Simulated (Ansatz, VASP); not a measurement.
# SnSe2: VASP beside Ansatz, part 2 of 2

Aim: how closely do two programs agree when they are given the same cell, functional and k mesh? The cell is taken from a series of runs on this material, whose earlier steps may have relaxed, scaled, displaced or heated it; both programs get it as it stands.

VASP 6.6.1 and Ansatz 0.2.0.

So far: Starting point; Ansatz: relaxation of cell and atoms, PBE with D3(BJ), pair 1; VASP: relaxation of cell and atoms, PBE with D3(BJ), pair 1; Side by side.

### 5. VASP: relaxation of cell and atoms, PBE with D3(BJ), pair 2

Level of this step: PBE with D3(BJ); plane waves and PAW (Sn_d, Se) (VASP).

The relaxed volume is the usual yardstick between codes: in a stiff, nearly cubic crystal its relative difference is about their pressure difference at one cell divided by the bulk modulus.

Input file INCAR:

```
SYSTEM = SnSe2
PREC = Accurate
ENCUT = 500
EDIFF = 1E-07
NELM = 120
ISMEAR = 0
SIGMA = 0.01
LREAL = .FALSE.
ALGO = Normal
GGA = PE
IVDW = 12
NBANDS = 19
LORBIT = 11
LWAVE = .FALSE.
LCHARG = .FALSE.
ISIF = 3
IBRION = 2
NSW = 80
EDIFFG = -0.005
LASPH = .TRUE.
GGA_COMPAT = .FALSE.
NELMIN = 4
EFERMI = MIDGAP
KPAR = 2
```

Input file POSCAR:

```
SnSe2
1.0
    3.8400150000      0.0000000000      0.0000000000
   -1.9200080000      3.3255510000      0.0000000000
    0.0000000000      0.0000000000      6.0066880000
Sn Se
1 2
Direct
    0.0000000000      0.0000000000      0.0000000000
    0.3333334201      0.6666666667      0.2652899568
    0.6666668403      0.3333333333      0.7347098767
```

Input file KPOINTS:

```
Automatic mesh
0
Gamma
12 12 6
0 0 0
```

The projector-augmented-wave data sets are Sn_d and Se (PBE family, release 64).

Started as:

```
mpirun -np 2 vasp_std
```

Numbers of over 12 decimals in the logs are rounded to 6 here.

The log of the run:

```text
[... set-up lines as in an earlier step ...]
 entering main loop
       N       E                     dE             d eps       ncg     rms          rms(c)
DAV:   1     0.198837035788E+03    0.19884E+03   -0.12081E+04  3862   0.152E+03
DAV:   2     0.103700582333E+02   -0.18847E+03   -0.18231E+03  4076   0.381E+02
DAV:   3    -0.112928612685E+02   -0.21663E+02   -0.20991E+02  4672   0.114E+02
DAV:   4    -0.120384805750E+02   -0.74562E+00   -0.74395E+00  4524   0.220E+01
[...]
DAV:  12    -0.118062894516E+02    0.96261E-07   -0.24444E-06  5124   0.117E-02    0.645E-03
DAV:  13    -0.118062898779E+02   -0.42623E-06   -0.19766E-06  4004   0.768E-03    0.256E-03
DAV:  14    -0.118062899764E+02   -0.98495E-07   -0.36500E-08  3276   0.127E-03
   1 F= -.12898444E+02 E0= -.12898444E+02  d E =-.128984E+02
[...]
N       E                     dE             d eps       ncg     rms          rms(c)
DAV:   1    -0.118083716952E+02   -0.20818E-02   -0.94116E-03  4855   0.138E+00    0.110E-01
[...]
DAV:   5    -0.118079855166E+02    0.24313E-05   -0.10975E-06  5170   0.940E-03    0.140E-03
DAV:   6    -0.118079853266E+02    0.18999E-06   -0.63880E-08  2322   0.217E-03    0.644E-04
DAV:   7    -0.118079852692E+02    0.57377E-07   -0.19153E-08  1963   0.146E-03
   2 F= -.12898452E+02 E0= -.12898452E+02  d E =-.733570E-05
 trial-energy change:   -0.000007  1 .order   -0.000010   -0.000067    0.000047
 step:   0.5511(harm=  0.5916)  dis= 0.00037  next Energy=   -12.898462 (dE=-0.181E-04)
[...]
N       E                     dE             d eps       ncg     rms          rms(c)
DAV:   1    -0.118073148573E+02    0.67047E-03   -0.18954E-03  4843   0.618E-01    0.495E-02
DAV:   2    -0.118072548079E+02    0.60049E-04   -0.11250E-04  5032   0.167E-01    0.227E-02
DAV:   3    -0.118072382376E+02    0.16570E-04   -0.48089E-05  4978   0.999E-02    0.429E-03
DAV:   4    -0.118072386785E+02   -0.44090E-06   -0.23531E-06  3932   0.144E-02    0.260E-03
DAV:   5    -0.118072391136E+02   -0.43509E-06   -0.20630E-07  3613   0.421E-03    0.612E-04
DAV:   6    -0.118072391957E+02   -0.82141E-07   -0.24223E-08  1939   0.143E-03
   3 F= -.12898463E+02 E0= -.12898463E+02  d E =-.185109E-04
[...]
reached required accuracy - stopping structural energy minimisation
```

From OUTCAR (step 5):

```text
 Edisp (eV)   -1.09047

 Edisp (eV)   -1.09122

  Total      -0.00115    -0.00115     0.00203     0.00000    -0.00000    -0.00000
  in kB      -0.02408    -0.02408     0.04246     0.00000    -0.00000    -0.00000
  external pressure =       -0.00 kB  Pullay stress =        0.00 kB

 POSITION                                       TOTAL-FORCE (eV/Angst)
 -----------------------------------------------------------------------------------
      0.00000      0.00000      6.00880         0.000000      0.000000      0.000000
     -0.00000      2.21756      1.59445         0.000000     -0.000000      0.003371
      1.92047      1.10878      4.41435        -0.000000      0.000000     -0.003371
 -----------------------------------------------------------------------------------
    total drift:                               -0.000345     -0.000000      0.000323

  FREE ENERGIE OF THE ION-ELECTRON SYSTEM (eV)
  ---------------------------------------------------
  free  energy   TOTEN  =       -12.8984628073 eV

  energy  without entropy=      -12.8984628073  energy(sigma->0) =      -12.89846281

[... 1 part as in an earlier step ...]

[... 3 further parts left out ...]
[key lines of the parts left out:]
E-fermi :   4.6135
```

### 6. Ansatz: relaxation of cell and atoms, PBE with D3(BJ), pair 2

The same cell, functional and mesh now go to Ansatz, which takes its cutoff from its data sets.

The cell is taken from a series of runs on this material, whose earlier steps may have relaxed, scaled, displaced or heated it; both programs get it as it stands.

Input file input.yaml:

```yaml
crystal:
  lattice:
    - [3.8400153115, 0.0, 0.0]
    - [-1.9200076557, 3.3255508107, 0.0]
    - [0.0, 0.0, 6.0066876276]
  atoms:
    - { symbol: Sn, position: [0.0, 0.0, 0.0] }
    - { symbol: Se, position: [0.3333333333, 0.6666666667, 0.2652900238] }
    - { symbol: Se, position: [0.6666666667, 0.3333333333, 0.7347099762] }
kpoints:
  mp_grid: { grid: [12, 12, 6] }
hamiltonian:
  xc: pbe
  dispersion: d3bj
scf:
  occupations: { method: fixed }
output:
  forces: true
  stress: true
  eigenvalues: true
relax:
  adjacent_minimum: "off"
  f_tol: 0.001
  max_steps: 60
  cell: { stress_tol: 0.01 }
```

Started as:

```
ansatz run input.yaml --threads 8 --pin off --max-ram 14336MiB --backend cpu --events-out ev --progress --plain --runs-dir out
```

The log of the run:

```text
[...]
Crystal: 3 atoms, lattice volume = 76.706 Å³
Basis set: ecut = 420 eV, 1485 PW (Γ), exchange–correlation on 54×54×90 points (8 copies of the dense FFT grid, shifted against one another)
Bands: 28, of which v1, the nominal top of the filled ones, is band 23 counted from 1 (22 counted from 0)
Symmetry: 12 space group operations
[...]
k-points: 100 of 864
[...]
--- Relaxed structure (2 steps of the walk, 2 accepted, 1 SCFs on fresh bases) ---
[...]
cell:  # Å, volume = 76.7130 Å³
    - [3.839746, -2.8865539804144912e-11, 0]
    - [-1.919873, 3.325318, 0]
    - [0, 0, 6.008050]
  atoms:
    - { symbol: Sn, position: [0, 0, 0] }
    - { symbol: Se, position: [0.333333, 0.666667, 0.265270] }
    - { symbol: Se, position: [0.666667, 0.333333, 0.734730] }
[key lines of the parts left out:]
SCF converged after 6 iterations
Free energy (F): -16964.422782 eV
Fermi energy:    8.417010 eV
P = ⅓ Tr σ = -0.0008 GPa (-0.008 kbar)
```

### 7. Side by side

What differs besides the data sets and the points named for the pairs above, as far as they apply: fixed occupations in Ansatz, narrow Gaussian smearing in VASP; the data sets hold 46 valence electrons in Ansatz (on its default PAW (the set named soft_2) files) and 26 in VASP. Total energies have different zeros and are not compared.

The two programs side by side:

```csv
quantity,Ansatz,VASP,difference
volume (Å³),76.71,76.77,-0.07 %
"edge a after relaxation, in the typed setting (Å)",3.840,3.841,-0.03 %
"edge c after relaxation, in the typed setting (Å)",6.008,6.009,-0.01 %
```

### 8. VASP: relaxation of cell and atoms, PBE with D3(BJ), pair 3

The relaxed volume is the usual yardstick between codes: in a stiff, nearly cubic crystal its relative difference is about their pressure difference at one cell divided by the bulk modulus.

INCAR, as its differences from that of step 5:

```diff
@@ -6,3 +6,3 @@
 ISMEAR = 0
-SIGMA = 0.01
+SIGMA = 0.02
 LREAL = .FALSE.
```

Input file POSCAR:

```
SnSe2
1.0
    3.8394320000      0.0000000000      0.0000000000
   -1.9197160000      3.3250460000      0.0000000000
    0.0000000000      0.0000000000      6.0036460000
Sn Se
1 2
Direct
    0.0000000000      0.0000000000      0.0000000000
    0.3333332832      0.6666665664      0.2655469693
    0.6666667168      0.3333334336      0.7344530307
```

KPOINTS is that of step 5.

Started as:

```
mpirun -np 2 vasp_std
```

The log of the run:

```text
[... set-up lines as in an earlier step ...]
 entering main loop
       N       E                     dE             d eps       ncg     rms          rms(c)
DAV:   1     0.199044434501E+03    0.19904E+03   -0.11997E+04  3900   0.151E+03
DAV:   2     0.104346466281E+02   -0.18861E+03   -0.18273E+03  4003   0.383E+02
DAV:   3    -0.112994839600E+02   -0.21734E+02   -0.21159E+02  4736   0.116E+02
DAV:   4    -0.120370930567E+02   -0.73761E+00   -0.73602E+00  4493   0.220E+01
[...]
DAV:  12    -0.118053320591E+02    0.10254E-06   -0.24469E-06  5104   0.117E-02    0.648E-03
DAV:  13    -0.118053324726E+02   -0.41345E-06   -0.19564E-06  3989   0.766E-03    0.255E-03
DAV:  14    -0.118053325711E+02   -0.98537E-07   -0.35748E-08  3259   0.126E-03
   1 F= -.12898439E+02 E0= -.12898439E+02  d E =-.128984E+02
[...]
N       E                     dE             d eps       ncg     rms          rms(c)
DAV:   1    -0.118075955560E+02   -0.22631E-02   -0.10246E-02  4846   0.146E+00    0.118E-01
[...]
DAV:   6    -0.118071534450E+02    0.28747E-06   -0.68088E-08  2272   0.237E-03    0.606E-04
DAV:   7    -0.118071533915E+02    0.53512E-07   -0.15517E-08  1951   0.116E-03
   2 F= -.12898446E+02 E0= -.12898446E+02  d E =-.628622E-05
 trial-energy change:   -0.000006  1 .order   -0.000009   -0.000059    0.000042
 step:   0.5498(harm=  0.5876)  dis= 0.00020  next Energy=   -12.898455 (dE=-0.159E-04)
[...]
N       E                     dE             d eps       ncg     rms          rms(c)
DAV:   1    -0.118064344952E+02    0.71895E-03   -0.20731E-03  4849   0.656E-01    0.530E-02
DAV:   2    -0.118063649924E+02    0.69503E-04   -0.11981E-04  4972   0.174E-01    0.241E-02
DAV:   3    -0.118063461127E+02    0.18880E-04   -0.56182E-05  4927   0.108E-01    0.480E-03
DAV:   4    -0.118063465431E+02   -0.43036E-06   -0.24402E-06  3890   0.155E-02    0.282E-03
DAV:   5    -0.118063469596E+02   -0.41650E-06   -0.19359E-07  3403   0.393E-03    0.744E-04
DAV:   6    -0.118063470827E+02   -0.12313E-06   -0.33600E-08  1939   0.177E-03    0.242E-04
DAV:   7    -0.118063470888E+02   -0.61068E-08   -0.56587E-09  1927   0.736E-04
   3 F= -.12898456E+02 E0= -.12898456E+02  d E =-.164078E-04
[...]
reached required accuracy - stopping structural energy minimisation
```

OUTCAR, selected parts (step 8):

```text
 Edisp (eV)   -1.09129

 Edisp (eV)   -1.09211

  Total       0.00447     0.00447    -0.00053     0.00000     0.00000     0.00000
  in kB       0.09345     0.09345    -0.01098     0.00000     0.00000     0.00000
  external pressure =        0.06 kB  Pullay stress =        0.00 kB

 POSITION                                       TOTAL-FORCE (eV/Angst)
 -----------------------------------------------------------------------------------
     -0.00000      0.00000      0.00000        -0.000000      0.000000      0.000000
     -0.00000      2.21737      1.59490         0.000000      0.000000     -0.001122
      1.92030      1.10868      4.41044         0.000000     -0.000000      0.001122
 -----------------------------------------------------------------------------------
    total drift:                               -0.000000      0.000000     -0.000000

  FREE ENERGIE OF THE ION-ELECTRON SYSTEM (eV)
  ---------------------------------------------------
  free  energy   TOTEN  =       -12.8984558866 eV

  energy  without entropy=      -12.8984558866  energy(sigma->0) =      -12.89845589

[... 2 parts as in an earlier step ...]

[... 2 further parts left out ...]
[key lines of the parts left out:]
E-fermi :   4.6223
```

### 9. Ansatz: relaxation of cell and atoms, PBE with D3(BJ), pair 3

The same cell, functional, mesh and smearing now go to Ansatz, which takes its cutoff from its data sets.

The cell is taken from a series of runs on this material, whose earlier steps may have relaxed, scaled, displaced or heated it; both programs get it as it stands.

input.yaml, the sections that differ from step 6:

```yaml
crystal:
  lattice:
    - [3.8394318664, 0.0, 0.0]
    - [-1.9197159332, 3.3250455324, 0.0]
    - [0.0, 0.0, 6.0036463355]
  atoms:
    - { symbol: Sn, position: [0.0, 0.0, 0.0] }
    - { symbol: Se, position: [0.3333333333, 0.6666666667, 0.2655469613] }
    - { symbol: Se, position: [0.6666666667, 0.3333333333, 0.7344530387] }
scf:
  occupations: { method: gaussian, width: 0.02 }
relax:
  adjacent_minimum: "off"
  f_tol: 0.005
  max_steps: 80
  cell: { stress_tol: 0.05 }
# kpoints, hamiltonian, output: as in step 6
```

Started as:

```
ansatz run input.yaml --threads 8 --pin off --max-ram 14336MiB --backend cpu --events-out ev --progress --plain --runs-dir out
```

The log of the run:

```text
[...]
Crystal: 3 atoms, lattice volume = 76.644 Å³
Basis set: ecut = 420 eV, 1485 PW (Γ), exchange–correlation on 54×54×90 points (8 copies of the dense FFT grid, shifted against one another)
Bands: 28, of which v1, the nominal top of the filled ones, is band 23 counted from 1 (22 counted from 0)
Symmetry: 12 space group operations
[...]
k-points: 100 of 864
[...]
--- Relaxed structure (3 steps of the walk, 2 accepted, 1 SCFs on fresh bases) ---
[...]
cell:  # Å, volume = 76.7064 Å³
    - [3.840015, 0.0, 1.8713934689190284e-19]
    - [-1.920008, 3.325551, 0]
    - [2.926262252569162e-19, 0, 6.006688]
  atoms:
    - { symbol: Sn, position: [0, 0, 0] }
    - { symbol: Se, position: [0.333333, 0.666667, 0.265290] }
    - { symbol: Se, position: [0.666667, 0.333333, 0.734710] }
[key lines of the parts left out:]
SCF converged after 3 iterations
Free energy (F): -16964.422783 eV
Fermi energy:    8.592041 eV
P = ⅓ Tr σ = 0.0013 GPa (0.013 kbar)
```

### 10. Side by side

What differs besides the data sets and the points named for the pairs above, as far as they apply: the data sets hold 46 valence electrons in Ansatz (on its default PAW (the set named soft_2) files) and 26 in VASP. Total energies have different zeros and are not compared.

Compared:

```csv
quantity,Ansatz,VASP,difference
volume (Å³),76.71,76.71,-0.01 %
"edge a after relaxation, in the typed setting (Å)",3.840,3.841,-0.02 %
"edge c after relaxation, in the typed setting (Å)",6.007,6.005,+0.02 %
```

### 11. Results

```yaml
difference_in_edge_c_after_relaxation_in_the_typed_setting_relaxation_of_cell_and_atoms_pbe_with_d3_bj_pair_1: 0.052 %
difference_in_volume_relaxation_of_cell_and_atoms_pbe_with_d3_bj_pair_2: -0.074 %
difference_in_edge_c_after_relaxation_in_the_typed_setting_relaxation_of_cell_and_atoms_pbe_with_d3_bj_pair_3: 0.023 %
```

**Reading.** The difference in volume is -0.074 % (relaxation of cell and atoms, PBE with D3(BJ), pair 2), within the 1.2 % picked in this series as the mark of a large difference, as far as the stopping tolerances let one tell. The data sets hold unlike numbers of valence electrons (46 in Ansatz and 26 in VASP), so part of the differences comes from the potentials. How closely two codes agree says nothing of how well the functional describes the real material.

[Lines on the potential files, build, host, timing and source positions are cut from VASP's logs without a mark.]

[Logs are printed without paths, hosts, clocks, repeated set-up lines and the standing remarks that a program may print on its own settings, such as how far it seeks lower states.]

[Hosts, paths, dates, database ids (printed as entryN), source tags and the programs' standing remarks are cut or masked in the printed files.]
